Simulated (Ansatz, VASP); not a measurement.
# Ta2NF2 (Ta2NF2 MXene monolayer) in two plane-wave programs, part 2 of 2

Wanted: the spread between two codes on one cell, functional and k mesh. The structure shown is the start of the Ansatz relaxation below; VASP solves that cell, so the two are compared at the walk's first step.

VASP 6.6.1 and Ansatz 0.2.0.

So far: Starting point; Ansatz: relaxation, PBE with D3(BJ).

### 3. VASP: single point, PBE with D3(BJ), start cell

Level of this step: PBE with D3(BJ), zero-moment start; plane waves and PAW (F, Ta_pv, N) (VASP).

The same cell, functional, mesh and smearing now go to VASP, with its own data sets.

Lines of VASP's logs that name or quote its potential files are left out, and so is its time.

File INCAR:

```
SYSTEM = Ta2NF2
PREC = Accurate
ENCUT = 520
EDIFF = 1E-06
NELM = 200
ISMEAR = -1
SIGMA = 0.05
LREAL = .FALSE.
ALGO = Normal
GGA = PE
IVDW = 12
NBANDS = 29
ISPIN = 2
MAGMOM = -0 -0 -0 -0 -0
LASPH = .TRUE.
LMAXMIX = 4
LORBIT = 11
LWAVE = .FALSE.
LCHARG = .FALSE.
ISIF = 2
LDIPOL = .TRUE.
IDIPOL = 3
DIPOL = 0.5 0.5 0.5
LVHAR = .TRUE.
GGA_COMPAT = .FALSE.
NELMDL = -8
KPAR = 2
```

File POSCAR:

```
Ta2NF2
1.0
    3.1545800000      0.0000000000      0.0000000000
   -1.5772900000      2.7319460000      0.0000000000
    0.0000000000      0.0000000000     40.1802400000
F Ta N
2 2 1
Direct
    0.3333334553      0.6666669107      0.4430038248
    0.6666667277      0.3333334553      0.5569961752
    0.6666667277      0.3333334553      0.4690217629
    0.3333334553      0.6666669107      0.5309782371
    0.0000000000      0.0000000000      0.5000000000
```

File KPOINTS:

```
Automatic mesh
0
Gamma
12 12 1
0 0 0
```

PAW data sets: F, Ta_pv and N (PBE family, release 64).

Command:

```bash
> mpirun -np 2 vasp_std
```

Numbers of over 12 decimals in the logs are rounded to 6 here.

The log of the run:

```text
[banner, memory and clock lines left out]
running    2 mpi-ranks, on    1 nodes
 distrk:  each k-point on    1 cores,    2 groups
 distr:  one band on    1 cores,    1 groups

 POSCAR found type information on POSCAR F TaN
 POSCAR found :  3 types and       5 ions
 LDA part: xc-table for (Slater+PW92), standard interpolation
 POSCAR, INCAR and KPOINTS ok, starting setup
 FFT: planning ... GRIDC
 FFT: planning ... GRID_SOFT
 FFT: planning ... GRID
 WAVECAR not read
 entering main loop
       N       E                     dE             d eps       ncg     rms          rms(c)
DAV:   1     0.369076900377E+03    0.36908E+03   -0.19725E+04  2764   0.108E+03
DAV:   2    -0.344891889371E+00   -0.36942E+03   -0.35905E+03  2948   0.281E+02
DAV:   3    -0.452402232658E+02   -0.44895E+02   -0.44099E+02  2760   0.977E+01
DAV:   4    -0.465760755825E+02   -0.13359E+01   -0.13045E+01  2952   0.169E+01
DAV:   5    -0.465992593741E+02   -0.23184E-01   -0.22989E-01  2871   0.210E+00
DAV:   6    -0.465996924427E+02   -0.43307E-03   -0.43188E-03  2873   0.298E-01
DAV:   7    -0.465997042673E+02   -0.11825E-04   -0.11823E-04  2874   0.481E-02
DAV:   8    -0.465997046880E+02   -0.42068E-06   -0.42083E-06  2531   0.896E-03    0.319E+01
DAV:   9    -0.412114391007E+02    0.53883E+01   -0.33605E+01  3327   0.325E+01    0.143E+01
DAV:  10    -0.410124306230E+02    0.19901E+00   -0.22377E+00  2742   0.802E+00    0.750E+00
DAV:  11    -0.409347500356E+02    0.77681E-01   -0.33706E-01  2782   0.347E+00    0.647E-01
DAV:  12    -0.409316510689E+02    0.30990E-02   -0.42919E-02  2723   0.997E-01    0.224E-01
DAV:  13    -0.409310628677E+02    0.58820E-03   -0.82371E-03  3168   0.541E-01    0.143E-01
DAV:  14    -0.409306965368E+02    0.36633E-03   -0.14919E-03  2968   0.205E-01    0.600E-02
[...]
DAV:  20    -0.409315651501E+02   -0.59005E-04   -0.34328E-06  1972   0.772E-03    0.245E-03
DAV:  21    -0.409316013506E+02   -0.36200E-04   -0.24332E-06  2001   0.394E-03    0.152E-03
DAV:  22    -0.409316307049E+02   -0.29354E-04   -0.30507E-06  2072   0.376E-03    0.115E-03
DAV:  23    -0.409316429653E+02   -0.12260E-04   -0.14693E-06  2055   0.259E-03    0.858E-04
DAV:  24    -0.409316489099E+02   -0.59446E-05   -0.66957E-07  1979   0.214E-03    0.354E-04
DAV:  25    -0.409316538039E+02   -0.48940E-05   -0.60509E-07  1977   0.215E-03    0.433E-04
DAV:  26    -0.409316554714E+02   -0.16675E-05   -0.22417E-07  1940   0.194E-03    0.273E-04
DAV:  27    -0.409316562619E+02   -0.79049E-06   -0.11585E-07  1824   0.163E-03
   1 F= -.42006834E+02 E0= -.41988768E+02  d E =-.361327E-01  mag=    -0.0009
```

From OUTCAR (step 3):

```text
ion  position               nearest neighbor table
   1  0.333  0.667  0.443-   3 2.10   3 2.10   3 2.10
   2  0.667  0.333  0.557-   4 2.10   4 2.10   4 2.10
   3  0.667  0.333  0.469-   1 2.10   1 2.10   1 2.10   5 2.21   5 2.21   5 2.21   4 3.08   4 3.08
                             4 3.08
   4  0.333  0.667  0.531-   2 2.10   2 2.10   2 2.10   5 2.21   5 2.21   5 2.21   3 3.08   3 3.08
                             3 3.08
   5  0.000  0.000  0.500-   3 2.21   4 2.21   4 2.21   3 2.21   3 2.21   4 2.21

  LATTYP: Found a hexagonal cell.
 ALAT       =     3.1545800000
 C/A-ratio  =    12.7371123890

 Subroutine GETGRP returns: Found 12 space group operations
 (whereof 12 operations were pure point group operations)

The static configuration has the point symmetry D_3d.

 Found     19 irreducible k-points:

   k-points           NKPTS =     19   k-points in BZ     NKDIM =     19   number of bands    NBANDS=     29

   dimension x,y,z NGX =    24 NGY =   24 NGZ =  300
   dimension x,y,z NGXF=    48 NGYF=   48 NGZF=  600

   ENCUT  =  520.0 eV  38.22 Ry    6.18 a.u.   5.87  5.87 74.71*2*pi/ulx,y,z

   NELECT =      41.0000    total number of electrons

 k-points in reciprocal lattice and weights: Automatic mesh
   0.00000000  0.00000000  0.00000000       0.007
   0.08333333 -0.00000000  0.00000000       0.042
   0.16666667 -0.00000000  0.00000000       0.042
   0.25000000 -0.00000000  0.00000000       0.042
   0.33333333  0.00000000  0.00000000       0.042
   0.41666667  0.00000000  0.00000000       0.042
   0.50000000 -0.00000000  0.00000000       0.021
   0.08333333  0.08333333  0.00000000       0.042
   0.16666667  0.08333333  0.00000000       0.083
[...]
0.33333333  0.25000000  0.00000000       0.083
   0.33333333  0.33333333  0.00000000       0.014

 dipolmoment           0.000000      0.000000     -0.000000 electrons x Angstroem

 average (electrostatic) potential at core
       1 -85.2606       2 -85.2606       3 -45.5245       4 -45.5245       5 -71.9890

 E-fermi :  -0.7222

 spin component 1
 k-point     1 :       0.0000    0.0000    0.0000
  band No.  band energies     occupation
    ...
     19      -2.3873      1.00000
     20      -2.3873      1.00000
     21      -2.1319      1.00000
     22      -1.2071      0.99994
     23      -0.8104      0.85377
     24      -0.2678      0.00011
     25      -0.2678      0.00011
     26       0.6734      0.00000
     27       0.7316      0.00000
     28       0.7316      0.00000
    ...

 k-point     2 :       0.0833   -0.0000    0.0000
  band No.  band energies     occupation
    ...
     19      -2.5855      1.00000
     20      -2.2032      1.00000
     21      -2.0509      1.00000
     22      -1.0553      0.99872
     23      -0.7397      0.58659
     24      -0.1586      0.00001
     25      -0.1273      0.00001
     26       0.3189      0.00000
     27       0.8031      0.00000
     28       1.1587      0.00000
    ...

 k-point     3 :       0.1667   -0.0000    0.0000
  band No.  band energies     occupation
    ...
     18      -6.9036      1.00000
     19      -3.1203      1.00000
     20      -1.7922      1.00000
     21      -1.7144      1.00000
     22      -0.8150      0.86499
     23      -0.4979      0.01114
     24       0.1551      0.00000
     25       0.2250      0.00000
     26       0.3458      0.00000
     27       1.0043      0.00000
    ...

 k-point     4 :       0.2500   -0.0000    0.0000
  band No.  band energies     occupation
    ...
     17      -7.5549      1.00000
     18      -7.0499      1.00000
     19      -3.6924      1.00000
     20      -1.3916      1.00000
     21      -1.0315      0.99795
     22      -0.6738      0.27528
     23      -0.0671      0.00000
     24       0.3514      0.00000
     25       0.6104      0.00000
     26       1.1087      0.00000
    ...

 k-point     5 :       0.3333    0.0000    0.0000
  band No.  band energies     occupation
    ...
     16      -8.3331      1.00000
     17      -7.5835      1.00000
     18      -7.1138      1.00000
     19      -4.1530      1.00000
     20      -1.0049      0.99651
     21      -0.5581      0.03618
     22      -0.2621      0.00010
     23       0.4162      0.00000
     24       0.8865      0.00000
     25       1.0907      0.00000
    ...

 k-point     6 :       0.4167    0.0000    0.0000
  band No.  band energies     occupation
    ...
     16      -8.4600      1.00000
     17      -7.5625      1.00000
     18      -7.1175      1.00000
     19      -4.4477      1.00000
     20      -0.9749      0.99366
     21      -0.1222      0.00001
     22       0.4136      0.00000
     23       0.5360      0.00000
     24       1.4598      0.00000
     25       1.8899      0.00000
    ...

 Edisp (eV)   -1.07518

  Total       5.07302     5.07302     2.52599     0.00000    -0.00000     0.00000
  in kB      23.47206    23.47206    11.68733     0.00000    -0.00000     0.00000
  external pressure =       19.54 kB  Pullay stress =        0.00 kB

  energy-cutoff  :      520.00
  volume of cell :      346.28
      direct lattice vectors                 reciprocal lattice vectors
     3.154580000  0.000000000  0.000000000     0.316999410  0.183019723  0.000000000
    -1.577290000  2.731946000  0.000000000     0.000000000  0.366039446  0.000000000
     0.000000000  0.000000000 40.180240000     0.000000000  0.000000000  0.024887855

 POSITION                                       TOTAL-FORCE (eV/Angst)
 -----------------------------------------------------------------------------------
     -0.00000      1.82130     17.80000         0.000000     -0.000000     -3.706893
      1.57729      0.91065     22.38024        -0.000000      0.000000      3.706893
      1.57729      0.91065     18.84541         0.000000      0.000000      5.756189
     -0.00000      1.82130     21.33483         0.000000     -0.000000     -5.756189
      0.00000      0.00000     20.09012         0.000000      0.000000      0.000000
 -----------------------------------------------------------------------------------
    total drift:                               -0.000000     -0.001961      0.000000

  FREE ENERGIE OF THE ION-ELECTRON SYSTEM (eV)
  ---------------------------------------------------
  free  energy   TOTEN  =       -42.0068342338 eV

  energy  without entropy=      -41.9707015153  energy(sigma->0) =      -41.98876787

 vacuum level on the upper side and lower side of the slab         1.757         1.757

 total charge
# of ion       s       p       d       tot
------------------------------------------
    1        1.748   4.395   0.000   6.143
    2        1.748   4.395   0.000   6.143
    3        0.255   6.168   2.482   8.905
    4        0.255   6.168   2.482   8.905
    5        1.228   2.503   0.000   3.731
--------------------------------------------------
tot          5.234  23.628   4.964  33.826

 magnetization (x)
# of ion       s       p       d       tot
------------------------------------------
    1       -0.000  -0.000   0.000  -0.000
    2       -0.000  -0.000   0.000  -0.000
    3       -0.000  -0.000  -0.000  -0.000
    4       -0.000  -0.000  -0.000  -0.000
    5       -0.000  -0.000   0.000  -0.000
--------------------------------------------------
tot         -0.000  -0.000  -0.001  -0.001

[... 6 further parts left out ...]
```

This run allows spin, but its moments start at zero, where symmetry between the spins tends to hold them. Its electron count is odd, so without a moment it is a metal by construction.

### 4. Comparison

Known differences besides the potentials themselves: Ansatz cuts the interaction across the vacuum, VASP repeats the sheet with a dipole correction; the data sets hold 45 valence electrons in Ansatz (on its default PAW (the set named soft_2) files) and 41 in VASP; the cutoff is 420 eV in Ansatz and 520 eV in VASP. Total energies have different zeros and are not compared.

Forces (eV/Å; atoms numbered as in POSCAR):

```csv
atom,"Ansatz x, y, z","VASP x, y, z"
F1,"0.000, 0.000, -3.651","0.000, 0.000, -3.707"
F2,"0.000, 0.000, 3.651","0.000, 0.000, 3.707"
Ta3,"0.000, 0.000, 5.735","0.000, 0.000, 5.756"
Ta4,"0.000, 0.000, -5.735","0.000, 0.000, -5.756"
N5,"0.000, 0.000, 0.000","0.000, 0.000, 0.000"
```

The forces differ by 22 meV/Å r.m.s., which is 0.9 % of the r.m.s. force of 2.500 eV/Å (both taken over all components). Moments aren't recorded for both runs of this pair, so they may hold unlike magnetic states. With vacuum in the cell, a pressure given here is an average over mostly empty space and none of the material.

### 5. What came out

| Property | Result |
| --- | --- |
| r.m.s. force difference (single point, PBE with D3(BJ), start cell) | 0.88 % of the r.m.s. force |

What this shows: The r.m.s. force difference is 0.88 % of the r.m.s. force (single point, PBE with D3(BJ), start cell), within the 3 % picked in this series as the mark of a large difference. The data sets hold unlike numbers of valence electrons (45 in Ansatz and 41 in VASP), so part of the differences comes from the potentials. 1 further run of this series is not shown here. How closely two codes agree says nothing of how well the functional describes the real material.

[Lines on the potential files, build, host, timing and source positions are cut from VASP's logs without a mark.]

[Logs are printed without paths, hosts, clocks, repeated set-up lines and the standing remarks that a program may print on its own settings, such as how far it seeks lower states.]

[Hosts, paths, dates, database ids (printed as entryN), source tags and the programs' standing remarks are cut or masked in the printed files.]
